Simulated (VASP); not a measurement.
These are revPBE GGA, VASP's PBE PAW potentials (set 64) (plane waves; VASP) values and carry that method's errors.

VASP ran on this input.

KPOINTS:
```
Regular mesh
0
G
  6 6 3
0 0 0
```

**INCAR**
```
# general
SYSTEM  = SnSe2
PREC    = Accurate
ENCUT   = 520   # plane-wave cut-off (eV)
LREAL   = F
LASPH   = T   # aspherical one-centre terms

# electronic loop
EDIFF   = 1E-6   # SCF stop (eV)
NELM    = 100
ALGO    = Normal
LMAXMIX = 4   # l cut-off of mixed one-centre charges

# smearing
ISMEAR  = 0   # Gaussian
SIGMA   = 0.05   # width (eV)

# functional
GGA     = RE   # revPBE

# ions
IBRION  = 2   # conjugate gradients
NSW     = 60   # most ionic steps
ISIF    = 3
EDIFFG  = -0.02   # ionic stop

# output
LWAVE   = F
LCHARG  = F
```

POSCAR:
```
SnSe2
1
    1.9518314116    -3.3806713989     0.0000000000
    1.9518314116     3.3806713989    -0.0000000000
    0.0000000000     0.0000000000     8.9910036312
Sn Se
1 2
Direct
  0.0000000000   0.0000000000   0.0000000000
  0.3333330000   0.6666670000   0.1774487600
  0.6666670000   0.3333330000   0.8225512400
```

POTCAR, in this order: Sn_d Se (PBE.64 set). Program: vasp_std.

What VASP printed:

### OUTCAR
```
 ion  position               nearest neighbor table
   1  0.000  0.000  0.000-   2 2.76   3 2.76   3 2.76   2 2.76   3 2.76   2 2.76
   2  0.333  0.667  0.177-   1 2.76   1 2.76   1 2.76
   3  0.667  0.333  0.823-   1 2.76   1 2.76   1 2.76
  LATTYP: Found a hexagonal cell.
 ALAT       =     3.9036630191
 C/A-ratio  =     2.3032222780
 Subroutine PRICEL returns:
 Original cell was already a primitive cell.
 Subroutine GETGRP returns: Found 12 space group operations
The static configuration has the point symmetry D_3d.
The dynamic configuration has the point symmetry D_3d.
 Subroutine INISYM returns: Found 12 space group operations
 Subroutine IBZKPT returns following result:
 Found     17 irreducible k-points:

 Following reciprocal coordinates:
            Coordinates               Weight
  0.000000  0.000000  0.000000      1.000000
  0.166667  0.000000  0.000000      6.000000
  0.333333  0.000000  0.000000      6.000000
  0.500000  0.000000  0.000000      3.000000
  0.166667  0.166667  0.000000      6.000000
  0.333333  0.166667  0.000000     12.000000
  0.333333  0.333333  0.000000      2.000000
...
```

OSZICAR:
```
       N       E                     dE             d eps       ncg     rms          rms(c)
DAV:   1     0.191821836902E+03    0.19182E+03   -0.12018E+04   578   0.148E+03
DAV:   2     0.844857692437E+01   -0.18337E+03   -0.18044E+03   704   0.328E+02
DAV:   3    -0.107080583485E+02   -0.19157E+02   -0.18632E+02   713   0.114E+02
DAV:   4    -0.113212628850E+02   -0.61320E+00   -0.61270E+00   720   0.221E+01
DAV:   5    -0.113388729639E+02   -0.17610E-01   -0.17608E-01   927   0.359E+00    0.470E+00
DAV:   6    -0.110795276391E+02    0.25935E+00   -0.67312E-01   863   0.870E+00    0.307E+00
DAV:   7    -0.110710732921E+02    0.84543E-02   -0.17468E-01   749   0.293E+00    0.919E-01
DAV:   8    -0.110715306228E+02   -0.45733E-03   -0.16945E-02   739   0.133E+00    0.268E-01
DAV:   9    -0.110721885273E+02   -0.65790E-03   -0.23005E-03   745   0.397E-01    0.887E-02
DAV:  10    -0.110721376982E+02    0.50829E-04   -0.14431E-04   923   0.106E-01    0.341E-02
DAV:  11    -0.110720814223E+02    0.56276E-04   -0.21996E-04   785   0.833E-02    0.125E-02
DAV:  12    -0.110720734284E+02    0.79939E-05   -0.75471E-06   774   0.185E-02    0.954E-03
DAV:  13    -0.110720585216E+02    0.14907E-04   -0.16274E-05   741   0.192E-02    0.278E-03
DAV:  14    -0.110720579295E+02    0.59212E-06   -0.48717E-07   664   0.438E-03
   1 F= -.11072058E+02 E0= -.11072058E+02  d E =-.110721E+02
```

**OUTCAR**
```
------------------------ aborting loop because EDIFF is reached ----------------------------------------
  FORCE on cell =-STRESS in cart. coord.  units (eV):
  Direction    XX          YY          ZZ          XY          YZ          ZX
  --------------------------------------------------------------------------------------
  Total        0.0321733      0.0321733      0.0110805      0.0000000      0.0000000      0.0000000
  in kB        0.4344327      0.4344328      0.1496191      0.0000000      0.0000000      0.0000000
  external PRESSURE =       0.3394949 kB  Pullay stress =       0.0000000 kB
  volume of cell :      118.65
      direct lattice vectors                 reciprocal lattice vectors
     1.951831412 -3.380671399  0.000000000     0.256169666 -0.147899615  0.000000000
     1.951831412  3.380671399  0.000000000     0.256169666  0.147899615  0.000000000
     0.000000000  0.000000000  8.991003631     0.000000000  0.000000000  0.111222289
 POSITION                                       TOTAL-FORCE (eV/Angst)
 -----------------------------------------------------------------------------------
      0.00000      0.00000      0.00000         0.000000     -0.000000      0.000000
      1.95183      1.12689      1.59544         0.000000     -0.000000      0.005360
      1.95183     -1.12689      7.39556        -0.000000      0.000000     -0.005360
 -----------------------------------------------------------------------------------
    total drift:                                0.000000     -0.000000      0.000000
  FREE ENERGIE OF THE ION-ELECTRON SYSTEM (eV)
  ---------------------------------------------------
  free  energy   TOTEN  =       -11.0720579295 eV

  energy  without entropy=      -11.0720579295  energy(sigma->0) =      -11.07205793

 reached required accuracy - stopping structural energy minimisation
```
(Selected blocks of OUTCAR.)

File OUTCAR:
```
 val. band max:        0.5482000158   @ k =   0.1667   0.0000   0.0000

 cond. band min:       1.3914896470   @ k =   0.5000   0.0000   0.3333


 Fermi energy:         0.7786195547

 k-point     1 :       0.0000    0.0000    0.0000
  band No.  band energies     occupation
      1     -20.5649      2.00000
      2     -20.5649      2.00000
      3     -20.5400      2.00000
      4     -20.5303      2.00000
      5     -20.5303      2.00000
      6     -12.5975      2.00000
      7     -11.3700      2.00000
      8      -4.8782      2.00000
      9      -0.3131      2.00000
     10       0.0979      2.00000
     11       0.0980      2.00000
     12       0.4636      2.00000
     13       0.4636      2.00000
     14       1.9608      0.00000
     15       3.6421      0.00000
     16       5.1114      0.00000
     17       5.1114      0.00000

 k-point     2 :       0.1667    0.0000    0.0000
  band No.  band energies     occupation
      1     -20.5730      2.00000
      2     -20.5575      2.00000
      3     -20.5366      2.00000
      4     -20.5329      2.00000
      5     -20.5296      2.00000
      6     -12.3595      2.00000
      7     -11.2189      2.00000
      8      -5.0006      2.00000
      9      -1.4678      2.00000
     10      -0.5755      2.00000
     11      -0.5258      2.00000
     12      -0.1792      2.00000
     13       0.5482      2.00000
     14       2.6507      0.00000
     15       4.3418      0.00000
     16       5.3512      0.00000
     17       5.6228      0.00000

 k-point     3 :       0.3333    0.0000    0.0000
  band No.  band energies     occupation
      1     -20.5925      2.00000
      2     -20.5489      2.00000
      3     -20.5445      2.00000
      4     -20.5217      2.00000
      5     -20.5203      2.00000
      6     -11.7432      2.00000
      7     -10.9328      2.00000
      8      -5.6571      2.00000
      9      -2.9606      2.00000
     10      -1.4865      2.00000
     11      -1.2554      2.00000
...
```

Without a dispersion term in the relaxation, distances and binding between the weakly bound layers, chains or molecules are unreliable, and so is what depends on them. Unless said otherwise, spin-orbit coupling is left out, though it shifts the bands of the heavy elements here.

The compound is SnSe2 in the 1T layered structure. It was relaxed first, which changed the volume by +54 %. The start is the result of an earlier pass.
